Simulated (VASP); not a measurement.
Here is the system:

```yaml
crystal:
  lattice:
    - [3.92384, 0.00000, 0.00000]
    - [0.00000, 3.92384, 0.00000]
    - [0.00000, 0.00000, 3.92384]
  atoms:
    - { symbol: K, position: [0.50000, 0.50000, 0.50000] }
    - { symbol: W, position: [0.00000, 0.00000, 0.00000] }
    - { symbol: O, position: [0.50000, 0.00000, 0.00000] }
    - { symbol: O, position: [0.00000, 0.50000, 0.00000] }
    - { symbol: O, position: [0.00000, 0.00000, 0.50000] }
```

Computed with PBEsol GGA, VASP's PBE PAW potentials (set 64) (plane waves; VASP). Numerical set-up: 520 eV cut-off, 9×9×9 Γ-centred mesh, tetrahedra with Blöchl corrections, potentials K_sv W_sv O.

The cores are frozen, which limits the accuracy of field gradients.

Q: Give the principal components of the electric field gradient (V/Å²) and the asymmetry η at each nucleus.

A: 
```json
[
 {"atom": "K1", "Vxx": "0.0", "Vyy": "0.0", "Vzz": "0.0", "η": "-"},
 {"atom": "W2", "Vxx": "0.0", "Vyy": "0.0", "Vzz": "0.0", "η": "-"},
 {"atom": "O3", "Vxx": "-16.7", "Vyy": "-16.7", "Vzz": "33.4", "η": "0.00"},
 {"atom": "O4", "Vxx": "-16.7", "Vyy": "-16.7", "Vzz": "33.4", "η": "0.00"},
 {"atom": "O5", "Vxx": "-16.7", "Vyy": "-16.7", "Vzz": "33.4", "η": "0.00"}
]
```

The structure comes from a computed database's KWO3 entry (Pm-3m); how it stands against other phases isn't given here. It was relaxed first, which changed the volume by -7 %.
